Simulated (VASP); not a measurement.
All values below come from LDA (Ceperley-Alder, Perdew-Zunger), VASP's LDA PAW potentials (set 64) (plane waves; VASP).

A VASP calculation is set up with these files.

KPOINTS:
```
K-points
0
gamma
9 9 9
0 0 0
```

File POSCAR:
```
GaP
5.2834970
  0.0000000000   0.4999999783   0.4999999783
  0.4999999783   0.0000000000   0.4999999783
  0.4999999783   0.4999999783   0.0000000000
Ga P
1 1
Cartesian
  0.0000000000   0.0000000000   0.0000000000
  0.2499999891   0.2499999891   0.2499999891
```

### INCAR
```
ALGO = Normal
ENCUT = 520   # plane-wave cut-off (eV)
SIGMA = 0.05
LREAL = .FALSE.
ISIF = 2
EDIFF = 1E-7   # SCF stop (eV)
LMAXMIX = 4
ISMEAR = 0
NELM = 100   # most electronic steps
PREC = Accurate
LCHARG = .FALSE.
LASPH = .TRUE.
SYSTEM = GaP
LWAVE = .FALSE.
```

POTCAR, in this order: Ga_d P (LDA.64 set). Program: vasp_std.

Output

### OSZICAR
```
       N       E                     dE             d eps       ncg     rms          rms(c)
DAV:   1     0.785766562597E+02    0.78577E+02   -0.95163E+03   934   0.207E+03
DAV:   2    -0.490355680769E+01   -0.83480E+02   -0.80869E+02  1010   0.330E+02
DAV:   3    -0.106686109792E+02   -0.57651E+01   -0.57406E+01  1125   0.746E+01
DAV:   4    -0.107700808253E+02   -0.10147E+00   -0.10140E+00  1070   0.108E+01
DAV:   5    -0.107725589251E+02   -0.24781E-02   -0.24780E-02  1179   0.145E+00    0.484E+00
DAV:   6    -0.104709210019E+02    0.30164E+00   -0.47210E-01  1389   0.142E+01    0.314E+00
DAV:   7    -0.104124205261E+02    0.58500E-01   -0.13051E-01  1124   0.291E+00    0.114E+00
DAV:   8    -0.104079180151E+02    0.45025E-02   -0.14490E-02  1091   0.168E+00    0.250E-01
DAV:   9    -0.104078686475E+02    0.49368E-04   -0.11219E-03  1323   0.509E-01    0.570E-02
DAV:  10    -0.104078597979E+02    0.88496E-05   -0.64778E-05  1335   0.115E-01    0.192E-02
DAV:  11    -0.104078654063E+02   -0.56084E-05   -0.95805E-06  1158   0.521E-02    0.594E-03
DAV:  12    -0.104078651429E+02    0.26345E-06   -0.95486E-07  1237   0.158E-02    0.379E-03
DAV:  13    -0.104078651486E+02   -0.57021E-08   -0.98877E-08   650   0.324E-03
   1 F= -.10407865E+02 E0= -.10407865E+02  d E =-.360493E-12
```

### OUTCAR
```
------------------------ aborting loop because EDIFF is reached ----------------------------------------
  FORCE on cell =-STRESS in cart. coord.  units (eV):
  Direction    XX          YY          ZZ          XY          YZ          ZX
  --------------------------------------------------------------------------------------
  Total        1.4679627      1.4679627      1.4679627     -0.0000000      0.0000000     -0.0000000
  in kB       63.7853975     63.7853975     63.7853975     -0.0000000      0.0000000     -0.0000000
  external PRESSURE =      63.7853975 kB  Pullay stress =       0.0000000 kB
  volume of cell :       36.87
      direct lattice vectors                 reciprocal lattice vectors
     0.000000000  2.641748385  2.641748385    -0.189268593  0.189268593  0.189268593
     2.641748385  0.000000000  2.641748385     0.189268593 -0.189268593  0.189268593
     2.641748385  2.641748385  0.000000000     0.189268593  0.189268593 -0.189268593
  FREE ENERGIE OF THE ION-ELECTRON SYSTEM (eV)
  ---------------------------------------------------
  free  energy   TOTEN  =       -10.4078651486 eV

  energy  without entropy=      -10.4078651486  energy(sigma->0) =      -10.40786515
```
(Selected blocks of OUTCAR.)

The compound is GaP in the zinc blende structure. This cell is one point of a volume scan, at 0.94 of the reference volume.
